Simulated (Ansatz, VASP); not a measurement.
**Cross-check of SiNi3 between VASP and Ansatz**

Aim: how closely do two programs agree when they are given the same cell, functional and k mesh? Of the first pair: The cell is taken from a series of runs on this material, whose earlier steps may have relaxed, scaled, displaced or heated it; both programs get it as it stands.

Main program and level: Ansatz 0.2.0; plane waves, with VASP 6.6.1 beside it; relaxation of cell and atoms at PBE and relaxation of cell and atoms at PBEsol.

### 1. Starting point

It takes space group Pm-3m (No. 221, cubic). The conventional cell has a = 3.510 Å, b = 3.510 Å, c = 3.510 Å, α = 90.00°, β = 90.00°, γ = 90.00°. Si has 12 Ni at 2.48 Å nearest. Nearest to Ni lie 4 Si at 2.48 Å and 8 Ni at 2.48 Å. Farther neighbours are not listed.

As a file:

```cif
data_structure
_symmetry_space_group_name_H-M 'Pm-3m'
_symmetry_Int_Tables_number 221
_cell_length_a 3.5098
_cell_length_b 3.5098
_cell_length_c 3.5098
_cell_angle_alpha 90.000
_cell_angle_beta 90.000
_cell_angle_gamma 90.000
_cell_volume 43.24
loop_
_atom_site_label
_atom_site_type_symbol
_atom_site_symmetry_multiplicity
_atom_site_Wyckoff_symbol
_atom_site_fract_x
_atom_site_fract_y
_atom_site_fract_z
_atom_site_occupancy
Si1 Si 1 a 0.00000 0.00000 0.00000 1
Ni1 Ni 3 c 0.00000 0.50000 0.50000 1
```

### 2. VASP: relaxation of cell and atoms, PBE

The relaxed volume is the usual yardstick between codes: in a stiff, nearly cubic crystal its relative difference is about their pressure difference at one cell divided by the bulk modulus.

Lines of VASP's logs that name or quote its potential files are left out, and so is its time.

Contents of INCAR:

```
SYSTEM = SiNi3
PREC = Accurate
ENCUT = 600
EDIFF = 1E-07
NELM = 120
ISMEAR = 0
SIGMA = 0.1
LREAL = .FALSE.
ALGO = Normal
GGA = PE
NBANDS = 23
LASPH = .TRUE.
LORBIT = 11
LWAVE = .FALSE.
LCHARG = .FALSE.
ISIF = 3
IBRION = 2
NSW = 80
EDIFFG = -0.005
GGA_COMPAT = .FALSE.
NELMIN = 4
KPAR = 2
```

Contents of POSCAR:

```
SiNi3
1.0
    3.5098000000      0.0000000000      0.0000000000
    0.0000000000      3.5098000000      0.0000000000
    0.0000000000      0.0000000000      3.5098000000
Si Ni
1 3
Direct
    0.0000000000      0.0000000000      0.0000000000
    0.0000000000      0.5000000000      0.5000000000
    0.5000000000      0.5000000000      0.0000000000
    0.5000000000      0.0000000000      0.5000000000
```

Contents of KPOINTS:

```
Automatic mesh
0
Gamma
10 10 10
0 0 0
```

Potentials, in the order of the species: Si and Ni (PBE family, release 64).

Started as:

```console
$ mpirun -np 2 vasp_std
```

Numbers of over 12 decimals in the logs are rounded to 6 here.

Output:

```text
[banner, memory and clock lines left out]
running    2 mpi-ranks, on    1 nodes
 distrk:  each k-point on    1 cores,    2 groups
 distr:  one band on    1 cores,    1 groups

 POSCAR found type information on POSCAR SiNi
 POSCAR found :  2 types and       4 ions
 LDA part: xc-table for (Slater+PW92), standard interpolation
 POSCAR, INCAR and KPOINTS ok, starting setup
 FFT: planning ... GRIDC
 FFT: planning ... GRID_SOFT
 FFT: planning ... GRID
 WAVECAR not read
 entering main loop
       N       E                     dE             d eps       ncg     rms          rms(c)
DAV:   1     0.209615245532E+03    0.20962E+03   -0.17032E+04  2584   0.219E+03
DAV:   2    -0.162947458943E+02   -0.22591E+03   -0.21494E+03  2576   0.366E+02
DAV:   3    -0.272092468293E+02   -0.10915E+02   -0.10534E+02  2940   0.108E+02
DAV:   4    -0.273978031528E+02   -0.18856E+00   -0.18829E+00  2938   0.123E+01
DAV:   5    -0.274040635262E+02   -0.62604E-02   -0.62597E-02  3193   0.216E+00    0.195E+01
DAV:   6    -0.272811208811E+02    0.12294E+00   -0.41677E+01  2937   0.112E+02    0.172E+01
DAV:   7    -0.237585881076E+02    0.35225E+01   -0.13300E+01  2941   0.629E+01    0.391E+00
DAV:   8    -0.237015017886E+02    0.57086E-01   -0.51644E-01  2783   0.564E+00    0.129E+00
DAV:   9    -0.236874952595E+02    0.14007E-01   -0.22626E-02  3601   0.208E+00    0.501E-01
DAV:  10    -0.236856547462E+02    0.18405E-02   -0.23117E-03  3290   0.386E-01    0.209E-01
DAV:  11    -0.236853613697E+02    0.29338E-03   -0.36988E-04  3901   0.285E-01    0.493E-02
DAV:  12    -0.236853529870E+02    0.83827E-05   -0.77599E-05  2994   0.103E-01    0.159E-02
DAV:  13    -0.236853519311E+02    0.10559E-05   -0.45989E-06  3012   0.152E-02    0.942E-03
DAV:  14    -0.236853503263E+02    0.16047E-05   -0.42426E-07  2969   0.664E-03    0.122E-03
DAV:  15    -0.236853501579E+02    0.16847E-06   -0.17402E-07  1832   0.570E-03    0.818E-04
DAV:  16    -0.236853502406E+02   -0.82759E-07   -0.12766E-08  1498   0.130E-03
   1 F= -.23685350E+02 E0= -.23680360E+02  d E =-.236854E+02
 curvature:   0.00 expect dE= 0.000E+00 dE for cont linesearch  0.000E+00
 trial: gam= 0.00000 g(F)=  0.000E+00 g(S)=  0.129E-02 ort = 0.000E+00 (trialstep = 0.100E+01)
 search vector abs. value=  0.129E-02
 bond charge predicted
       N       E                     dE             d eps       ncg     rms          rms(c)
DAV:   1    -0.237143127776E+02   -0.28963E-01   -0.28612E-01  2632   0.848E+00    0.149E+00
DAV:   2    -0.237124903939E+02    0.18224E-02   -0.28228E-01  2919   0.959E+00    0.121E+00
DAV:   3    -0.236861421827E+02    0.26348E-01   -0.80372E-02  2933   0.524E+00    0.229E-01
DAV:   4    -0.236853742993E+02    0.76788E-03   -0.24188E-03  2785   0.388E-01    0.525E-02
DAV:   5    -0.236853365035E+02    0.37796E-04   -0.97448E-05  3048   0.108E-01    0.321E-02
DAV:   6    -0.236853284861E+02    0.80174E-05   -0.26238E-05  3754   0.445E-02    0.790E-03
DAV:   7    -0.236853283027E+02    0.18340E-06   -0.42506E-06  2703   0.229E-02    0.442E-03
DAV:   8    -0.236853274031E+02    0.89959E-06   -0.23237E-07  2500   0.314E-03    0.136E-03
DAV:   9    -0.236853272704E+02    0.13273E-06   -0.69059E-08  1519   0.444E-03    0.286E-04
DAV:  10    -0.236853272783E+02   -0.79085E-08   -0.23108E-08  1421   0.162E-03
   2 F= -.23685327E+02 E0= -.23680377E+02  d E =0.229623E-04
 trial-energy change:    0.000023  1 .order    0.000048   -0.001285    0.001381
 step:   0.4961(harm=  0.4820)  dis= 0.00000  next Energy=   -23.685672 (dE=-0.322E-03)
 bond charge predicted
       N       E                     dE             d eps       ncg     rms          rms(c)
DAV:   1    -0.236930855564E+02   -0.77583E-02   -0.72842E-02  2611   0.430E+00    0.757E-01
DAV:   2    -0.236927635366E+02    0.32202E-03   -0.72904E-02  2933   0.486E+00    0.613E-01
DAV:   3    -0.236858746936E+02    0.68888E-02   -0.20715E-02  2926   0.266E+00    0.116E-01
DAV:   4    -0.236856825593E+02    0.19213E-03   -0.65745E-04  2701   0.193E-01    0.274E-02
DAV:   5    -0.236856701920E+02    0.12367E-04   -0.31018E-05  3205   0.630E-02    0.150E-02
DAV:   6    -0.236856695513E+02    0.64067E-06   -0.60445E-06  3575   0.207E-02    0.434E-03
DAV:   7    -0.236856702665E+02   -0.71523E-06   -0.58706E-07  2662   0.775E-03    0.229E-03
DAV:   8    -0.236856708482E+02   -0.58165E-06   -0.18257E-08  1491   0.173E-03    0.649E-04
DAV:   9    -0.236856708429E+02    0.52719E-08   -0.22361E-08  1435   0.284E-03
   3 F= -.23685671E+02 E0= -.23680700E+02  d E =-.320602E-03
 curvature:  -0.24 expect dE=-0.348E-06 dE for cont linesearch -0.348E-06
 trial: gam= 0.00000 g(F)=  0.296E-65 g(S)=  0.144E-05 ort =-0.431E-04 (trialstep = 0.899E+00)
 search vector abs. value=  0.144E-05
 reached required accuracy - stopping structural energy minimisation
```

OUTCAR, selected parts (step 2):

```text
ion  position               nearest neighbor table
   1  0.000  0.000  0.000-   2 2.48   3 2.48   4 2.48   2 2.48   4 2.48   2 2.48   3 2.48   2 2.48
                             3 2.48   4 2.48   4 2.48   3 2.48
   2  0.000  0.500  0.500-   1 2.48   3 2.48   4 2.48   1 2.48   3 2.48   1 2.48   4 2.48   1 2.48
                             3 2.48   4 2.48   3 2.48   4 2.48
   3  0.500  0.500  0.000-   1 2.48   2 2.48   4 2.48   2 2.48   4 2.48   1 2.48   4 2.48   4 2.48
                             1 2.48   2 2.48   2 2.48   1 2.48
   4  0.500  0.000  0.500-   1 2.48   2 2.48   3 2.48   1 2.48   3 2.48   2 2.48   3 2.48   3 2.48
                             1 2.48   2 2.48   1 2.48   2 2.48

  LATTYP: Found a simple cubic cell.
 ALAT       =     3.5098000000

 Subroutine GETGRP returns: Found 48 space group operations
 (whereof 48 operations were pure point group operations)

The static configuration has the point symmetry O_h .

 Found     56 irreducible k-points:

   k-points           NKPTS =     56   k-points in BZ     NKDIM =     56   number of bands    NBANDS=     23

   dimension x,y,z NGX =    28 NGY =   28 NGZ =   28
   dimension x,y,z NGXF=    56 NGYF=   56 NGZF=   56

   ENCUT  =  600.0 eV  44.10 Ry    6.64 a.u.   7.01  7.01  7.01*2*pi/ulx,y,z

   NELECT =      34.0000    total number of electrons

 k-points in reciprocal lattice and weights: Automatic mesh
   0.00000000  0.00000000  0.00000000       0.001
   0.10000000  0.00000000  0.00000000       0.006
   0.20000000  0.00000000  0.00000000       0.006
   0.30000000  0.00000000  0.00000000       0.006
   0.40000000  0.00000000  0.00000000       0.006
   0.50000000  0.00000000  0.00000000       0.003
   0.10000000  0.10000000  0.00000000       0.012
   0.20000000  0.10000000  0.00000000       0.024
   0.30000000  0.10000000  0.00000000       0.024
[...]
0.50000000  0.50000000  0.40000000       0.006
   0.50000000  0.50000000  0.50000000       0.001

 average (electrostatic) potential at core
       1 -79.0996       2 -80.6889       3 -80.6889       4 -80.6889

 E-fermi :  10.6525

 k-point     1 :       0.0000    0.0000    0.0000
  band No.  band energies     occupation
    ...
     15      10.0358      2.00000
     16      10.3605      1.99996
     17      10.6890      0.60649
     18      10.6890      0.60649
     19      10.6890      0.60649
     20      15.4845      0.00000
     21      16.9864      0.00000
     22      16.9864      0.00000
     23      21.2283      0.00000

 k-point     2 :       0.1000    0.0000    0.0000
  band No.  band energies     occupation
    ...
     13       9.8752      2.00000
     14      10.0378      2.00000
     15      10.0471      2.00000
     16      10.3125      2.00000
     17      10.6891      0.60507
     18      10.9183      0.00017
     19      10.9183      0.00017
     20      15.7386      0.00000
     21      16.9617      0.00000
     22      17.3721      0.00000
    ...

 k-point     3 :       0.2000    0.0000    0.0000
  band No.  band energies     occupation
    ...
     13       9.8199      2.00000
     14       9.9219      2.00000
     15      10.0319      2.00000
     16      10.1806      2.00000
     17      10.6894      0.60214
     18      11.5970      0.00000
     19      11.5970      0.00000
     20      15.9427      0.00000
     21      16.8904      0.00000
     22      18.4711      0.00000
    ...

  Total        0.0063188      0.0063188      0.0063188     -0.0000000     -0.0000000      0.0000000
  in kB        0.2349452      0.2349452      0.2349452     -0.0000000     -0.0000000      0.0000000
  external PRESSURE =       0.2349452 kB  Pullay stress =       0.0000000 kB

  energy-cutoff  :      600.00
  volume of cell :       43.09
      direct lattice vectors                 reciprocal lattice vectors
     3.505841974  0.000000000 -0.000000000     0.285238185  0.000000000  0.000000000
    -0.000000000  3.505841974 -0.000000000    -0.000000000  0.285238185 -0.000000000
    -0.000000000  0.000000000  3.505841974     0.000000000  0.000000000  0.285238185

 POSITION                                       TOTAL-FORCE (eV/Angst)
 -----------------------------------------------------------------------------------
      0.00000      0.00000      0.00000         0.000000     -0.000000      0.000000
     -0.00000      1.75292      1.75292        -0.000000      0.000000      0.000000
      1.75292      1.75292     -0.00000         0.000000     -0.000000      0.000000
      1.75292      0.00000      1.75292         0.000000      0.000000      0.000000
 -----------------------------------------------------------------------------------
    total drift:                                0.000000      0.000000      0.000000

  FREE ENERGIE OF THE ION-ELECTRON SYSTEM (eV)
  ---------------------------------------------------
  free  energy   TOTEN  =       -23.6856708429 eV

  energy  without entropy=      -23.6757301127  energy(sigma->0) =      -23.68070048

 reached required accuracy - stopping structural energy minimisation

 total charge
# of ion       s       p       d       tot
------------------------------------------
    1        0.730   0.822   0.000   1.551
    2        0.485   0.570   8.411   9.465
    3        0.485   0.570   8.411   9.465
    4        0.485   0.570   8.411   9.465
--------------------------------------------------
tot          2.183   2.532  25.232  29.948

[... 3 further parts left out ...]
```

CONTCAR:

```
SiNi3
   1.00000000000000
     3.5058419736926418    0.0000000000000000   -0.0000000000000000
    -0.0000000000000000    3.5058419736926418   -0.0000000000000000
    -0.0000000000000000    0.0000000000000000    3.5058419736926418
  Si              Ni
     1     3
Direct
     0.0000000000000000    0.0000000000000000    0.0000000000000000
     0.0000000000000000    0.5000000000000000    0.5000000000000000
     0.5000000000000000    0.5000000000000000    0.0000000000000000
     0.5000000000000000    0.0000000000000000    0.5000000000000000
```

This run has no spin polarisation, so a moment on Ni, if there is one, isn't seen.

### 3. Ansatz: relaxation of cell and atoms, PBE

Ansatz runs on its default PAW (the set named soft_2) files.

The same cell, functional, mesh and smearing now go to Ansatz, which takes its cutoff from its data sets.

Contents of input.yaml:

```yaml
crystal:
  lattice:
    - [3.5098, 0.0, 0.0]
    - [0.0, 3.5098, 0.0]
    - [0.0, 0.0, 3.5098]
  atoms:
    - { symbol: Si, position: [0.0, 0.0, 0.0] }
    - { symbol: Ni, position: [0.0, 0.5, 0.5] }
    - { symbol: Ni, position: [0.5, 0.5, 0.0] }
    - { symbol: Ni, position: [0.5, 0.0, 0.5] }
kpoints:
  mp_grid: { grid: [10, 10, 10] }
hamiltonian:
  xc: pbe
scf:
  occupations: { method: gaussian, width: 0.1 }
output:
  forces: true
  stress: true
  eigenvalues: true
relax:
  adjacent_minimum: "off"
  f_tol: 0.005
  max_steps: 60
  cell: { stress_tol: 0.03 }
```

Started as:

```console
$ ansatz run input.yaml --threads 4 --pin off --max-ram 8192MiB --backend cpu --events-out ev --progress --plain --runs-dir out
```

Output:

```text
Engine: ansatz 0.2.0, aarch64-unknown-linux-gnu
Pseudopotentials: kind: paw
Pseudopotential: Si, paw, valence charge 4, recommended cutoff 420 eV (normal), Si.paw.azcp
Pseudopotential: Ni, paw, valence charge 18, recommended cutoff 420 eV (normal), Ni.paw.azcp
Functional definition: PBE
  parameter kappa = 0.804
  parameter beta = 0.066725
  exchange = pbe_x(kappa = kappa, mu = beta*pi^2/3)
  correlation = pbe_c(beta = beta)
Crystal: 4 atoms, lattice volume = 43.236 Å³
Basis set: ecut = 420 eV, 847 PW (Γ), exchange–correlation on 48×48×48 points (8 copies of the dense FFT grid, shifted against one another)
Bands: 35, of which v1, the nominal top of the filled ones, is band 29 counted from 1 (28 counted from 0)
Symmetry: 48 space group operations
Space group: Pm-3m (ITA 221), of the structure as read, at distance tolerance 3.5e-5 Å
k-points: 56 of 1000
Non-local potential: Si, projectors of the file, l = 0: 2, l = 1: 2, l = 2: 2
Non-local potential: Ni, projectors of the file, l = 0: 3, l = 1: 2, l = 2: 3, l = 3: 1
PAW form: soft (Blöchl's): semilocal exchange-correlation on the pseudo side does not see the compensation charge
PAW one-centre angular grid: Si, 110 points (default); XC on 64 Gauss nodes
PAW one-centre angular grid: Ni, 590 points (default); XC on 64 Gauss nodes
Initial density: superposition of atomic densities (neutral atoms: chi_scale 0, normalization atom), corrected by the library's trained network
Initial wavefunctions: pseudopotential atomic-orbital guess
Functional: x = pbe(κ = 0.804, μ = 0.219515), c = pbe(β = 0.066725)
SCF iter   1: F=—  HF=-18156.806763 eV  |F-HF|=—  |Δ(HF+E_count)|=         —  Δρ=3.25e-3  dr2=4.69e-3  ethr=1.77e-3  ⟨swp⟩=5.2  Hψ=7025  notcnv=0
preconditioner: auto → Kerker (q_TF=auto, 2.865 Å⁻¹)  [metal: Δε(μ)=0.059 eV  Ē_g=7.333 eV  σ=0.100 eV  W_gap=0.32  n_scr=18 (ndim 8)  ℏωp=32.9 eV  f_vac=0.001  D(μ)=1.98/eV (n_scr^D=18)]
SCF iter   2: F=—  HF=-18156.806710 eV  |F-HF|=—  |Δ(HF+E_count)|=   5.28e-5  Δρ=1.88e-3  dr2=1.76e-3  ethr=8.09e-6  ⟨swp⟩=2.0  Hψ=3730  notcnv=0
SCF iter   3: F=—  HF=-18156.806382 eV  |F-HF|=—  |Δ(HF+E_count)|=   3.28e-4  Δρ=8.48e-4  dr2=3.17e-4  ethr=3.03e-6  ⟨swp⟩=2.2  Hψ=2593  notcnv=0
SCF iter   4: F=—  HF=-18156.806323 eV  |F-HF|=—  |Δ(HF+E_count)|=   5.92e-5  Δρ=3.07e-4  dr2=5.57e-5  ethr=5.46e-7  ⟨swp⟩=1.8  Hψ=2415  notcnv=0
SCF iter   5: F=—  HF=-18156.806238 eV  |F-HF|=—  |Δ(HF+E_count)|=   8.42e-5  Δρ=8.91e-5  dr2=2.79e-6  ethr=9.61e-8  ⟨swp⟩=2.0  Hψ=2499  notcnv=0
SCF iter   6: F=-18156.806238 eV  HF=-18156.806238 eV  |F-HF|=4.25e-8  |Δ(HF+E_count)|=   2.79e-7  Δρ=1.38e-5  dr2=8.02e-8  ethr=1.72e-10  ⟨swp⟩=6.6  Hψ=9392  notcnv=0
SCF 1 converged in 6 iterations: F = -18156.806238 eV  dr2 = 8.02e-8
  greatest PAW one-centre occupation: 1.001 electrons in one spin orbital (limit 2), on the Ni atom at site 2 (counted from 0), in its partial waves of l = 1
relax step   1: F+E_penalty+E_count = -18156.80623811 eV  Δ(F+E_penalty+E_count) = +0.000e0 eV  max|allowed force component| = 5.259e-29 eV/Å  Δτ_max = 0.0000 Å  P = -0.640 GPa  Ω = 43.236 Å³  (6 SCF iters, dr2 threshold 1.00e-7 eV, accepted)
[...]
relax step   3: F+E_penalty+E_count = -18156.80654289 eV  Δ(F+E_penalty+E_count) = -8.039e-5 eV  max|allowed force component| = 2.722e-29 eV/Å  Δτ_max = 0.0000 Å  P = +0.002 GPa  Ω = 43.105 Å³  energy of the carried Pulay correction = +4.294e-5 eV  (6 SCF iters, dr2 threshold 2.36e-7 eV, accepted)
[...]
relax step   4: F+E_penalty+E_count = -18156.80650146 eV  Δ(F+E_penalty+E_count) = +4.143e-5 eV  max|allowed force component| = 1.867e-29 eV/Å  Δτ_max = 0.0000 Å  P = +0.003 GPa  Ω = 43.105 Å³  stress off target by 3.19e-3 GPa  SCF on the basis re-selected at this cell (its energy is not comparable with the rows above)  (9 SCF iters)
basis re-selected at this cell: Δ(F+E_penalty+E_count) = +4.143e-5 eV, ΔP = +0.001 GPa vs the last step (what re-selecting the basis moved, of the pressure what is left beyond the Pulay correction that the steps carried, after the strain that the cell walked since its last selection, with what the two solves' SCF thresholds leave and, on support functions, any second-order correction that the steps lacked; it is no m [...]
SCF converged after 9 iterations
Free energy (F): -18156.806501 eV
Harris-Foulkes:  -18156.806501 eV  (|F-HF|=0.00e0)
Internal energy: -18156.796570 eV  (E = F + TS)
E sigma→0 (E₀):  -18156.801536 eV
Entropy (-TS):   -0.009932 eV (-2.483 meV/atom)
Fermi energy:    17.506804 eV
--- Per-component energies (eV) ---
  E_band       = -844.845169
  E_kinetic    = 895.847826
  E_local      = -11627.668014  (includes V_loc(G=0)·N_el)
  E_nonlocal   = 1931.842155
  E_hartree    = 4958.574028
  E_xc         = -313.173658
  E_vxc        = -379.749152  (∫ρ·V_xc dr)
  E_paw        = -5403.872025  (= ΣΔE_a)
  E_vpaw       = -1582.267595  (= ΣTr[D̂ρ^β])
  E_aug_tail   = 0.001554  (compensation charges beyond the density's cutoff)
  E_ewald      = -8598.348436
  E_smearing   = -0.009932  (= −TS)
  E_closure    = 0.000000  (closes the sum)
  Σ components = -18156.806501   (vs F -18156.806501, Δ=0.00e0)
--- Forces (eV/Å), atoms counted from 1 ---
  atom   1  Si     0.00000000    -0.00000000     0.00000000
  atom   2  Ni    -0.00000000    -0.00000000    -0.00000000
  atom   3  Ni    -0.00000000     0.00000000    -0.00000000
  atom   4  Ni    -0.00000000     0.00000000    -0.00000000
  max |Σ_I F_I| component: 6.00e-29 eV/Å
--- Stress (GPa, compression-positive) ---
        0.003186      -0.000000      -0.000000
       -0.000000       0.003186      -0.000000
       -0.000000      -0.000000       0.003186
  P = ⅓ Tr σ = 0.0032 GPa (0.032 kbar)
--- Band table (eV; the first three rows and the last of 56) ---
  k-point 0: bands = [... 25 lower, 16.8841, 16.8841, 17.2192, 17.5449, 17.5449, 17.5449, 22.2996, 23.8011, ... 2 higher]
  k-point 1: bands = [... 25 lower, 16.8861, 16.8899, 17.1705, 17.5450, 17.7614, 17.7614, 22.5519, 23.7771, ... 2 higher]
  k-point 2: bands = [... 25 lower, 16.7640, 16.8803, 17.0364, 17.5454, 18.4266, 18.4266, 22.7498, 23.7074, ... 2 higher]
  k-point 55: bands = [... 25 lower, 16.2677, 16.2677, 17.0169, 17.3070, 17.3070, 17.3070, 18.7213, 21.4927, ... 2 higher]
--- Relaxed structure (3 steps of the walk, 3 accepted, 1 SCFs on fresh bases) ---
  F+E_penalty+E_count = -18156.80650146 eV   max|allowed force component| = 1.867e-29 eV/Å   (the final SCF, on the basis selected at the relaxed cell)
  cell:  # Å, volume = 43.1051 Å³
    - [3.506251, 0, 0]
    - [0, 3.506251, 0.0]
    - [0, 0.0, 3.506251]
  atoms:
    - { symbol: Si, position: [0, 0, 0] }
    - { symbol: Ni, position: [0, 0.500000, 0.500000] }
    - { symbol: Ni, position: [0.500000, 0.500000, 0] }
    - { symbol: Ni, position: [0.500000, 0, 0.500000] }
```

### 4. Differences

Known differences besides the potentials themselves: the data sets hold 58 valence electrons in Ansatz (on its default PAW (the set named soft_2) files) and 34 in VASP; the cutoff is 420 eV in Ansatz and 600 eV in VASP; Ansatz adds a Pulay correction to the stress that steers its cell, VASP none. Total energies have different zeros and are not compared.

Compared:

```tsv
quantity	Ansatz	VASP	difference
volume (Å³)	43.11	43.09	+0.04 %
edge a after relaxation, in the typed setting (Å)	3.506	3.506	+0.01 %
```

(Continued in part 2 of 2.)

[Lines on the potential files, build, host, timing and source positions are cut from VASP's logs without a mark.]

[Logs are printed without paths, hosts, clocks, repeated set-up lines and the standing remarks that a program may print on its own settings, such as how far it seeks lower states.]

[Hosts, paths, dates, database ids (printed as entryN), source tags and the programs' standing remarks are cut or masked in the printed files.]
